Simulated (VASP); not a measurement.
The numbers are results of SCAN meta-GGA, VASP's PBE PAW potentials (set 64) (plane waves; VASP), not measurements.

The input files of a VASP run:

**POSCAR**
```
HfO2
1
    0.0000000000     2.4578999816     2.4578999816
    2.4578999816     0.0000000000     2.4578999816
    2.4578999816     2.4578999816     0.0000000000
Hf O
1 2
Direct
  0.0000000000   0.0000000000   0.0000000000
  0.2500000000   0.2500000000   0.2500000000
  0.7500000000   0.7500000000   0.7500000000
```

### KPOINTS
```
Regular mesh
0
G
 9 9 9
0 0 0
```

INCAR:
```
# general
SYSTEM =HfO2
PREC   =Accurate
ENCUT  =520
LREAL  =.FALSE.
LASPH  =.TRUE.

# electronic loop
EDIFF  =1E-7
NELM   =100
ALGO   =Normal
LMAXMIX=6
LMIXTAU=.TRUE.

# smearing
ISMEAR =0
SIGMA  =0.05

# functional
METAGGA=SCAN

# ions
ISIF   =2

# output
LWAVE  =.FALSE.
LCHARG =.FALSE.
```

POTCAR, in this order: Hf_pv O (PBE.64 set). Program: vasp_std.

The resulting files:

### OUTCAR
```
 ion  position               nearest neighbor table
   1  0.000  0.000  0.000-   3 2.13   3 2.13   3 2.13   2 2.13   3 2.13   2 2.13   2 2.13   2 2.13
  LATTYP: Found a face centered cubic cell.
 ALAT       =     4.9157999632
 Subroutine PRICEL returns:
 Original cell was already a primitive cell.
 Subroutine GETGRP returns: Found 48 space group operations
The static configuration has the point symmetry O_h .
The dynamic configuration has the point symmetry O_h .
 Subroutine INISYM returns: Found 48 space group operations
 Subroutine IBZKPT returns following result:
 Found     35 irreducible k-points:

 Following reciprocal coordinates:
            Coordinates               Weight
  0.000000  0.000000  0.000000      1.000000
  0.111111  0.000000  0.000000      8.000000
  0.222222  0.000000  0.000000      8.000000
  0.333333  0.000000  0.000000      8.000000
  0.444444  0.000000  0.000000      8.000000
  0.111111  0.111111  0.000000      6.000000
  0.222222  0.111111  0.000000     24.000000
  0.333333  0.111111  0.000000     24.000000
  0.444444  0.111111  0.000000     24.000000
 -0.444444  0.111111  0.000000     24.000000
 -0.333333  0.111111  0.000000     24.000000
 -0.222222  0.111111  0.000000     24.000000
 -0.111111  0.111111  0.000000     12.000000
  0.222222  0.222222  0.000000      6.000000
  0.333333  0.222222  0.000000     24.000000
  0.444444  0.222222  0.000000     24.000000
 -0.444444  0.222222  0.000000     24.000000
 -0.333333  0.222222  0.000000     24.000000
 -0.222222  0.222222  0.000000     12.000000
  0.333333  0.333333  0.000000      6.000000
  0.444444  0.333333  0.000000     24.000000
 -0.444444  0.333333  0.000000     24.000000
 -0.333333  0.333333  0.000000     12.000000
  0.444444  0.444444  0.000000      6.000000
 -0.444444  0.444444  0.000000     12.000000
  0.333333  0.222222  0.111111     24.000000
  0.444444  0.222222  0.111111     48.000000
 -0.444444  0.222222  0.111111     48.000000
  0.444444  0.333333  0.111111     24.000000
 -0.444444  0.333333  0.111111     48.000000
 -0.333333  0.333333  0.111111     48.000000
 -0.222222  0.333333  0.111111     24.000000
 -0.444444  0.444444  0.111111     24.000000
 -0.333333  0.444444  0.111111     24.000000
 -0.333333  0.444444  0.222222     24.000000
   k-points           NKPTS =     35   k-points in BZ     NKDIM =     35   number of bands    NBANDS=     15
   number of dos      NEDOS =    301   number of ions     NIONS =      3
   total plane-waves  NPLWV =  21952
   dimension x,y,z NGX =    28 NGY =   28 NGZ =   28
   dimension x,y,z NGXF=    56 NGYF=   56 NGZF=   56
   ions per type =               1   2
   PREC   = accura    normal or accurate (medium, high low for compatibility)
   ISTART =      0    job   : 0-new  1-cont  2-samecut
   ICHARG =      2    charge: 1-file 2-atom 10-const
   ISPIN  =      1    spin polarized calculation?
   LNONCOLLINEAR =      F non collinear calculations
   LSORBIT =      F    spin-orbit coupling
   INIWAV =      1    electr: 0-lowe 1-rand  2-diag
   ENCUT  =  520.0 eV  38.22 Ry    6.18 a.u.   6.46  6.46  6.46*2*pi/ulx,y,z
   NELM   =    100;   NELMIN=  2; NELMDL= -5     # of ELM steps
   EDIFF  = 0.1E-06   stopping-criterion for ELM
   LREAL  =      F    real-space projection
   NLSPLINE    = F    spline interpolate recip. space projectors
   LMAXMIX     =    6 max onsite mixed and CHGCAR
   VOSKOWN=      0    Vosko Wilk Nusair interpolation
   EDIFFG = 0.1E-05   stopping-criterion for IOM
   NSW    =      0    number of steps for IOM
   NBLOCK =      1;   KBLOCK =      1    inner block; outer block
   IBRION =     -1    ionic relax: 0-MD 1-quasi-New 2-CG
   NFREE  =      0    steps in history (QN), initial steepest desc. (CG)
...
```

### OSZICAR
```
       N       E                     dE             d eps       ncg     rms          rms(c)
DAV:   1     0.406181345367E+02    0.40618E+02   -0.13308E+04  1050   0.150E+03
DAV:   2    -0.950008751376E+02   -0.13562E+03   -0.13301E+03  1337   0.336E+02
DAV:   3    -0.986752526659E+02   -0.36744E+01   -0.36716E+01  1337   0.537E+01
DAV:   4    -0.986938374023E+02   -0.18585E-01   -0.18583E-01  1323   0.409E+00
DAV:   5    -0.986940014381E+02   -0.16404E-03   -0.16403E-03  1323   0.339E-01    0.629E+01
DAV:   6    -0.864557850414E+02    0.12238E+02   -0.15084E+01  1232   0.344E+01    0.471E+01
DAV:   7    -0.884664730151E+02   -0.20107E+01   -0.41732E+00  1204   0.196E+01    0.243E+01
DAV:   8    -0.879291500809E+02    0.53732E+00   -0.57479E+00  1099   0.221E+01    0.507E+00
DAV:   9    -0.864875593963E+02    0.14416E+01   -0.24864E+00  1050   0.160E+01    0.566E+00
DAV:  10    -0.864106736286E+02    0.76886E-01   -0.28221E-01  1309   0.566E+00    0.275E+00
DAV:  11    -0.864117959362E+02   -0.11223E-02   -0.12246E-02  1204   0.111E+00    0.147E+00
DAV:  12    -0.864279540844E+02   -0.16158E-01   -0.52546E-03  1309   0.851E-01    0.309E-01
DAV:  13    -0.864275111162E+02    0.44297E-03   -0.11127E-03  1092   0.403E-01    0.167E-01
DAV:  14    -0.864277370004E+02   -0.22588E-03   -0.19205E-04  1148   0.191E-01    0.102E-01
DAV:  15    -0.864276927517E+02    0.44249E-04   -0.61446E-05  1211   0.111E-01    0.496E-02
DAV:  16    -0.864276887875E+02    0.39642E-05   -0.38332E-06  1435   0.254E-02    0.227E-02
DAV:  17    -0.864276932912E+02   -0.45037E-05   -0.25459E-06  1092   0.212E-02    0.766E-03
DAV:  18    -0.864276944427E+02   -0.11515E-05   -0.48931E-07  1211   0.904E-03    0.101E-03
DAV:  19    -0.864276940272E+02    0.41544E-06   -0.61195E-08   903   0.389E-03    0.185E-04
DAV:  20    -0.864276941053E+02   -0.78025E-07   -0.85867E-09   686   0.112E-03
   1 F= -.86427694E+02 E0= -.86427694E+02  d E =-.112655E-10
```

### OUTCAR
```
------------------------ aborting loop because EDIFF is reached ----------------------------------------
  FORCE on cell =-STRESS in cart. coord.  units (eV):
  Direction    XX          YY          ZZ          XY          YZ          ZX
  --------------------------------------------------------------------------------------
  Total        3.6809111      3.6809111      3.6809111     -0.0000000      0.0000000      0.0000000
  in kB      198.5835624    198.5835624    198.5835624     -0.0000000      0.0000000      0.0000000
  external PRESSURE =     198.5835624 kB  Pullay stress =       0.0000000 kB
  volume of cell :       29.70
      direct lattice vectors                 reciprocal lattice vectors
     0.000000000  2.457899982  2.457899982    -0.203425690  0.203425690  0.203425690
     2.457899982  0.000000000  2.457899982     0.203425690 -0.203425690  0.203425690
     2.457899982  2.457899982  0.000000000     0.203425690  0.203425690 -0.203425690
 POSITION                                       TOTAL-FORCE (eV/Angst)
 -----------------------------------------------------------------------------------
      0.00000      0.00000      0.00000        -0.000000      0.000000     -0.000000
      1.22895      1.22895      1.22895        -0.000000     -0.000000      0.000000
      3.68685      3.68685      3.68685         0.000000      0.000000      0.000000
 -----------------------------------------------------------------------------------
    total drift:                                0.000000      0.000000      0.000000
  FREE ENERGIE OF THE ION-ELECTRON SYSTEM (eV)
  ---------------------------------------------------
  free  energy   TOTEN  =       -86.4276941053 eV

  energy  without entropy=      -86.4276941052  energy(sigma->0) =      -86.42769411
```
(Selected blocks of OUTCAR.)

The compound is HfO2 in the fluorite structure, the high-temperature cubic form, which is unstable at 0 K; the monoclinic form is the stable one. This cell is one point of a volume scan, at 0.94 of the reference volume.
